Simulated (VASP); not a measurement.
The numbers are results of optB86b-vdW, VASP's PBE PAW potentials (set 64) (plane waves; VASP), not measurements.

A VASP calculation is set up with these files.

**KPOINTS**
```
kpoints
0
gamma
14 14 14
```

### INCAR
```
SYSTEM = HfC
PREC = Accurate
ENCUT = 520
EDIFF = 1E-7
NELM = 100
ALGO = Normal
LREAL = .FALSE.
LASPH = .TRUE.
ISMEAR = 1
SIGMA = 0.1
GGA = MK
PARAM1 = 0.1234
PARAM2 = 1.0
LUSE_VDW = .TRUE.
AGGAC = 0.0
LMAXMIX = 6
LWAVE = .FALSE.
LCHARG = .FALSE.
ISIF = 2
```

### POSCAR
```
HfC
1
    0.0000000000     2.2684563630     2.2684563630
    2.2684563630     0.0000000000     2.2684563630
    2.2684563630     2.2684563630     0.0000000000
Hf C
1 1
Direct
  0.0000000000   0.0000000000   0.0000000000
  0.5000000000   0.5000000000   0.5000000000
```

POTCAR, in this order: Hf_pv C (PBE.64 set). Program: vasp_std.

**Question.** What will the output report for the number of irreducible k-points (NKPTS), largest plane-wave count, number of space-group operations, FFT grid (NGX, NGY, NGZ)?

**Answer.** 
```json
{
  "number of irreducible k-points (NKPTS)": "104",
  "largest_plane_wave_count": "639",
  "number_of_space_group_operations": "48",
  "FFT grid (NGX, NGY, NGZ)": "24 × 24 × 24"
}
```

The compound is HfC in the rock salt structure. This cell is one point of a volume scan, at 0.94 of the reference volume.
